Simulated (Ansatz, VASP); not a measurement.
# Cross-check of WSO (2H-WOS, 1 layer) between VASP and Ansatz, part 2 of 2

Wanted: the spread between two codes on one cell, functional and k mesh. Of the first pair: The structure shown is the start of the Ansatz relaxation below; VASP solves that cell, so the two are compared at the walk's first step.

VASP 6.6.1 and Ansatz 0.2.0.

So far: The structure; Ansatz: relaxation, PBE; VASP: single point, PBE, start cell, pair 1.

## 4. Side by side

Known differences besides the potentials themselves: the data sets hold 26 valence electrons in Ansatz (on its default PAW (the set named soft_2) files) and 18 in VASP; the cutoff is 420 eV in Ansatz and 520 eV in VASP. Total energies have different zeros and are not compared.

Forces (eV/Å; atoms numbered as in POSCAR):

```csv
atom,"Ansatz x, y, z","VASP x, y, z"
S1,"0.000, 0.000, 3.108","0.000, 0.000, 3.191"
W2,"0.000, 0.000, -1.736","0.000, 0.000, -1.822"
O3,"0.000, 0.000, -1.372","0.000, 0.000, -1.370"
```

The forces differ by 40 meV/Å r.m.s., which is 3.0 % of the r.m.s. force of 1.307 eV/Å (both taken over all components). With vacuum in the cell, a pressure given here is an average over mostly empty space and none of the material.

## 5. What the set-up changes

Further runs change the set-up of one program: Ansatz's method, potentials or start, or VASP's data sets, cutoff or form of LDA. The table gives that difference for each run.

```csv
run,r.m.s. force difference (meV/Å)
as above,40
"VASP with the data sets S, W_sv and O",52
```

## 6. Ansatz: relaxation, PBE

This run makes the geometry at which the two programs are then compared.

The structure compared here is the end of the Ansatz relaxation.

Contents of input.yaml:

```yaml
crystal:
  lattice:
    - [3.052956, 0.0, 0.0]
    - [-1.526478, 2.6439374526, 0.0]
    - [0.0, 0.0, 25.022203858]
  atoms:
    - { symbol: S, position: [0.3333333333, 0.6666666667, 0.4396095589] }
    - { symbol: W, position: [0.0, 0.0, 0.5120317842] }
    - { symbol: O, position: [0.3333333333, 0.6666666667, 0.5603904411] }
kpoints:
  mp_grid: { grid: [12, 12, 1] }
hamiltonian:
  xc: pbe
scf:
  occupations: { method: fermi_dirac, width: 0.05 }
  convergence: { dr2_threshold: 1.0e-08 }
efield:
  axis: 3
  dipole_correction: true
  ramp_position: 0.97
  ramp_width: 0.04
relax:
  f_tol: 0.01
  cell: { fix: [c, alpha, beta] }
output:
  write_potential: true
  write_density: true
  volumetric_format: npy
```

Command:

```bash
> ansatz run input.yaml --threads 4 --pin off --max-ram 8192MiB --backend cpu --events-out ev --progress --plain --runs-dir out
```

Numbers of over 12 decimals in the logs are rounded to 6 here.

Output:

```text
[...]
Crystal: 3 atoms, lattice volume = 201.975 Å³
Basis set: ecut = 420 eV, 3911 PW (Γ), exchange–correlation on 48×48×360 points (8 copies of the dense FFT grid, shifted against one another)
[...]
cell:  # Å, volume = 195.8354 Å³
    - [3.006198, 0, 0]
    - [-1.503099, 2.603444, 0]
    - [0, 0, 25.022203858]
  atoms:
    - { symbol: S, position: [0.333333, 0.666667, 0.444934] }
    - { symbol: W, position: [-5.37378585892547e-19, -3.700743415524894e-17, 0.510260] }
    - { symbol: O, position: [0.333333, 0.666667, 0.556838] }
[key lines of the parts left out:]
SCF converged after 6 iterations
Free energy (F): -11855.677210 eV
Fermi energy:    -0.851814 eV
Dipole field:    D = -0.064568 V/Å  (p = -0.069879 e·Å, saw-weighted, corrected)
Work function:   Φ+ = 5.6576 eV   Φ− = 4.0420 eV
P = ⅓ Tr σ = -0.0202 GPa (-0.202 kbar)
```

## 7. VASP: single point, PBE, relaxed cell, pair 2

The same cell, functional, mesh and smearing now go to VASP, with its own data sets.

Contents of INCAR:

```
SYSTEM = WSO
PREC = Accurate
ENCUT = 600
EDIFF = 1E-06
NELM = 120
ISMEAR = -1
SIGMA = 0.05
LREAL = .FALSE.
ALGO = Normal
GGA = PE
NBANDS = 15
LASPH = .TRUE.
LORBIT = 11
LWAVE = .FALSE.
LCHARG = .FALSE.
ISIF = 2
LDIPOL = .TRUE.
IDIPOL = 3
DIPOL = 0.5 0.5 0.504
LVHAR = .TRUE.
GGA_COMPAT = .FALSE.
EFERMI = MIDGAP
NELMDL = -8
```

Contents of POSCAR:

```
WSO
1.0
    3.0061976285      0.0000000000      0.0000000000
   -1.5030988143      2.6034435151      0.0000000000
    0.0000000000      0.0000000000     25.0222038580
S W O
1 1 1
Direct
    0.3333333333      0.6666666667      0.4449338583
    1.0000000000      0.0000000000      0.5102600998
    0.3333333333      0.6666666667      0.5568378261
```

Contents of KPOINTS:

```
Automatic mesh
0
Gamma
12 12 1
0 0 0
```

PAW data sets: S, W and O (PBE family, release 64).

Command:

```bash
> mpirun -np 1 vasp_std
```

Output:

```text
[... set-up lines as in an earlier step ...]
 entering main loop
       N       E                     dE             d eps       ncg     rms          rms(c)
DAV:   1     0.153939104161E+03    0.15394E+03   -0.68011E+03   570   0.984E+02
DAV:   2    -0.960249628172E+01   -0.16354E+03   -0.15252E+03   991   0.201E+02
DAV:   3    -0.287388064243E+02   -0.19136E+02   -0.18941E+02   808   0.861E+01
DAV:   4    -0.290666682741E+02   -0.32786E+00   -0.32640E+00   760   0.133E+01
[...]
DAV:  26    -0.259144984129E+02   -0.17109E-05   -0.45710E-08   628   0.164E-03    0.227E-03
DAV:  27    -0.259145001605E+02   -0.17476E-05   -0.75033E-08   628   0.173E-03    0.819E-04
DAV:  28    -0.259145004403E+02   -0.27981E-06   -0.11722E-08   663   0.658E-04
   1 F= -.25914500E+02 E0= -.25914500E+02  d E =-.118052E-07
```

OUTCAR, selected parts (step 7):

```text
  Total       -0.1755281     -0.1755281     -0.0793858      0.0000000      0.0000000      0.0000000
  in kB       -1.4360379     -1.4360379     -0.6494747      0.0000000      0.0000000      0.0000000
  external PRESSURE =      -1.1738502 kB  Pullay stress =       0.0000000 kB

 POSITION                                       TOTAL-FORCE (eV/Angst)
 -----------------------------------------------------------------------------------
     -0.00000      1.73563     11.13323        -0.000000      0.000000      0.063318
      0.00000      0.00000     12.76783         0.000000     -0.000000     -0.120127
     -0.00000      1.73563     13.93331        -0.000000     -0.000000      0.056809
 -----------------------------------------------------------------------------------
    total drift:                                0.000000     -0.000000     -0.000332

  FREE ENERGIE OF THE ION-ELECTRON SYSTEM (eV)
  ---------------------------------------------------
  free  energy   TOTEN  =       -25.9145004403 eV

  energy  without entropy=      -25.9145004285  energy(sigma->0) =      -25.91450043

[... 1 part as in an earlier step ...]

[... 2 further parts left out ...]
[key lines of the parts left out:]
E-fermi :  -2.3456
```

## 8. Comparison

What differs besides the data sets and the points named for the pairs above, as far as they apply: the data sets hold 26 valence electrons in Ansatz (on its default PAW (the set named soft_2) files) and 18 in VASP; the cutoff is 420 eV in Ansatz and 600 eV in VASP; Ansatz's pressure holds a Pulay correction, VASP's none. Total energies have different zeros and are not compared.

Compared:

```csv
quantity,Ansatz,VASP,difference
pressure (GPa),-0.02,-0.12,+0.10
gap on the k mesh (eV),1.545,1.506,+0.039
```

Forces (eV/Å; atoms numbered as in POSCAR):

```csv
atom,"Ansatz x, y, z","VASP x, y, z"
S1,"0.000, 0.000, 0.003","0.000, 0.000, 0.063"
W2,"0.000, 0.000, -0.002","0.000, 0.000, -0.120"
O3,"0.000, 0.000, -0.001","0.000, 0.000, 0.057"
```

The forces differ by 48 meV/Å r.m.s., where the r.m.s. force is 0.001 eV/Å in Ansatz and 0.049 eV/Å in VASP: the atoms lie near their places of rest in Ansatz, so a percentage would say little (all taken over all components). A gap on the mesh is an upper bound, since the band edges may lie between its points; neither run holds spin-orbit coupling, which can move the band edges of a compound of W. With vacuum in the cell, a pressure given here is an average over mostly empty space and none of the material.

## 9. Summary of results

```yaml
r_m_s_force_difference_single_point_pbe_start_cell_pair_1: 3.0 % of the r.m.s. force
r_m_s_force_difference_single_point_pbe_relaxed_cell_pair_2: 48 meV/Å
```

What this shows: The r.m.s. force difference is 48 meV/Å (single point, PBE, relaxed cell, pair 2), beyond the 12 meV/Å picked in this series as the mark of a large difference. The data sets hold unlike numbers of valence electrons (26 in Ansatz and 18 in VASP), so part of the differences comes from the potentials. Single point, PBE, start cell, pair 1, VASP with the data sets S, W_sv and O: r.m.s. force difference goes from 40 to 52 meV/Å. What causes the difference of the single point, PBE, relaxed cell, pair 2 pair stays open here. Such differences can come from data sets, numerical settings and the points named under the comparisons, not from the functional's error against experiment.

[Lines on the potential files, build, host, timing and source positions are cut from VASP's logs without a mark.]

[Logs are printed without paths, hosts, clocks, repeated set-up lines and the standing remarks that a program may print on its own settings, such as how far it seeks lower states.]

[Hosts, paths, dates, database ids (printed as entryN), source tags and the programs' standing remarks are cut or masked in the printed files.]
